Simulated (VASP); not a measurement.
These are LDA (Ceperley-Alder, Perdew-Zunger) with spin-orbit coupling, VASP's LDA PAW potentials (set 64) (plane waves; VASP) values and carry that method's errors.

VASP ran on this input.

### KPOINTS
```
Automatic mesh
0
Gamma
14 14 8
0 0 0
```

**INCAR**
```
LCHARG = F
LMAXMIX = 6   ! l cut-off of mixed one-centre charges
EDIFF = 1E-6   ! SCF stop (eV)
NELM = 100
ENCUT = 400
LWAVE = F
PREC = Accurate
ALGO = Normal   ! blocked Davidson
LASPH = T   ! aspherical one-centre terms
SYSTEM = Os
LSORBIT = T
SIGMA = 0.05   ! width (eV)
GGA_COMPAT = F
LREAL = F
ISMEAR = 0   ! Gaussian
MAGMOM = 0 0 0 0 0 0
```

KPOINTS_OPT:
```
k-points along high-symmetry lines
5
Line-mode
Reciprocal
  0.000000   0.000000   0.000000 ! GAMMA
  0.000000   0.500000   0.000000 ! M

  0.000000   0.500000   0.000000 ! M
 -0.333333   0.666667   0.000000 ! K

 -0.333333   0.666667   0.000000 ! K
  0.000000   0.000000   0.000000 ! GAMMA

  0.000000   0.000000   0.000000 ! GAMMA
  0.000000   0.000000   0.500000 ! A

  0.000000   0.000000   0.500000 ! A
  0.000000   0.500000   0.500000 ! L

  0.000000   0.500000   0.500000 ! L
 -0.333333   0.666667   0.500000 ! H

 -0.333333   0.666667   0.500000 ! H
  0.000000   0.000000   0.500000 ! A

  0.000000   0.500000   0.500000 ! L
  0.000000   0.500000   0.000000 ! M

 -0.333333   0.666667   0.500000 ! H
 -0.333333   0.666667   0.000000 ! K
```

POSCAR:
```
Os
1
    1.3598538495    -2.3553356098    -0.0000000000
    1.3598538495     2.3553356098     0.0000000000
    0.0000000000    -0.0000000000     4.2871411789
Os
2
Direct
  0.3333330000   0.6666670000   0.2500000000
  0.6666670000   0.3333330000   0.7500000000
```

POTCAR, in this order: Os (LDA.64 set). Program: vasp_ncl.

Output of the run:

**OSZICAR**
```
       N       E                     dE             d eps       ncg     rms          rms(c)
DAV:   1     0.875895149489E+02    0.87590E+02   -0.64348E+03  5760   0.104E+03
DAV:   2    -0.225469787530E+02   -0.11014E+03   -0.10024E+03  6808   0.384E+02
DAV:   3    -0.274477662931E+02   -0.49008E+01   -0.46953E+01  6760   0.707E+01
DAV:   4    -0.275335520613E+02   -0.85786E-01   -0.85432E-01  6376   0.895E+00
DAV:   5    -0.275348181537E+02   -0.12661E-02   -0.12648E-02  6720   0.854E-01    0.361E+01
DAV:   6    -0.263103732841E+02    0.12244E+01   -0.13433E+00  6200   0.108E+01    0.170E+01
DAV:   7    -0.259719260028E+02    0.33845E+00   -0.72059E-01  6616   0.771E+00    0.603E+00
DAV:   8    -0.259617845746E+02    0.10141E-01   -0.15251E-02  6536   0.119E+00    0.593E-01
DAV:   9    -0.259565579960E+02    0.52266E-02   -0.40463E-03  5904   0.705E-01    0.253E-01
DAV:  10    -0.259565684788E+02   -0.10483E-04   -0.10422E-04  6808   0.105E-01    0.268E-02
DAV:  11    -0.259565594161E+02    0.90628E-05   -0.23180E-06  6024   0.183E-02    0.195E-02
DAV:  12    -0.259565545330E+02    0.48830E-05   -0.19874E-06  5816   0.197E-02    0.872E-03
DAV:  13    -0.259565544201E+02    0.11287E-06   -0.12895E-07  2992   0.317E-03
   1 F= -.25956554E+02 E0= -.25955510E+02  d E =-.208844E-02  mag=     0.0000    -0.0000     0.0000
       N       E                     dE             ncg
```

### OUTCAR
```
------------------------ aborting loop because EDIFF is reached ----------------------------------------
  FORCE on cell =-STRESS in cart. coord.  units (eV):
  Direction    XX          YY          ZZ          XY          YZ          ZX
  --------------------------------------------------------------------------------------
  Total        0.0387553      0.0387553      0.0073327      0.0000000     -0.0000000      0.0000000
  in kB        2.2609916      2.2609909      0.4277887      0.0000000     -0.0000000      0.0000000
  external PRESSURE =       1.6499237 kB  Pullay stress =       0.0000000 kB
  volume of cell :       27.46
      direct lattice vectors                 reciprocal lattice vectors
     1.359853850 -2.355335610  0.000000000     0.367686572 -0.212283973  0.000000000
     1.359853850  2.355335610  0.000000000     0.367686572  0.212283973  0.000000000
     0.000000000  0.000000000  4.287141179     0.000000000  0.000000000  0.233255673
 POSITION                                       TOTAL-FORCE (eV/Angst)
 -----------------------------------------------------------------------------------
      1.35985      0.78511      1.07179        -0.000000      0.000000     -0.000000
      1.35985     -0.78511      3.21536         0.000000     -0.000000      0.000000
 -----------------------------------------------------------------------------------
    total drift:                                0.000000     -0.000000     -0.000000
  FREE ENERGIE OF THE ION-ELECTRON SYSTEM (eV)
  ---------------------------------------------------
  free  energy   TOTEN  =       -25.9565544201 eV

  energy  without entropy=      -25.9544659835  energy(sigma->0) =      -25.95551020

 Ion:    1  E_soc:     -0.6645727

 Ion:    2  E_soc:     -0.6645727
```
(Selected blocks of OUTCAR.)

**OUTCAR**
```
 val. band max:        9.7474708082   @ k =   0.0000   0.0000   0.0000

 cond. band min:       9.7516923681   @ k =   0.2143   0.0000   0.3750


 Fermi energy:         9.7492782998

 k-point     1 :       0.0000    0.0000    0.0000
  band No.  band energies     occupation
      1      -1.3503      1.00000
      2      -1.3503      1.00000
      3       1.7298      1.00000
      4       1.7298      1.00000
      5       6.1031      1.00000
      6       6.1031      1.00000
      7       6.5892      1.00000
      8       6.5892      1.00000
      9       6.8471      1.00000
     10       6.8471      1.00000
     11       6.9057      1.00000
     12       6.9057      1.00000
     13       7.7998      1.00000
     14       7.7998      1.00000
     15       8.0436      1.00000
     16       8.0436      1.00000
     17       8.4044      1.00000
     18       8.4044      1.00000
     19       9.7475      0.52039
     20       9.7475      0.52039
     21      11.1167      0.00000
     22      11.1167      0.00000
     23      11.7155      0.00000
     24      11.7155      0.00000

 k-point     2 :       0.0714    0.0000    0.0000
  band No.  band energies     occupation
      1      -1.1405      1.00000
      2      -1.1405      1.00000
      3       1.9138      1.00000
      4       1.9138      1.00000
      5       5.9210      1.00000
      6       5.9210      1.00000
      7       6.6366      1.00000
      8       6.6366      1.00000
      9       6.8341      1.00000
     10       6.8341      1.00000
     11       7.0812      1.00000
     12       7.0812      1.00000
     13       7.8337      1.00000
     14       7.8337      1.00000
     15       7.9407      1.00000
     16       7.9407      1.00000
     17       8.1737      1.00000
     18       8.1737      1.00000
     19       8.9072      1.00000
     20       8.9072      1.00000
     21      11.4802      0.00000
     22      11.4802      0.00000
     23      12.6583      0.00000
     24      12.6583      0.00000
...
```

The compound is Os in the hcp structure. It was relaxed first.
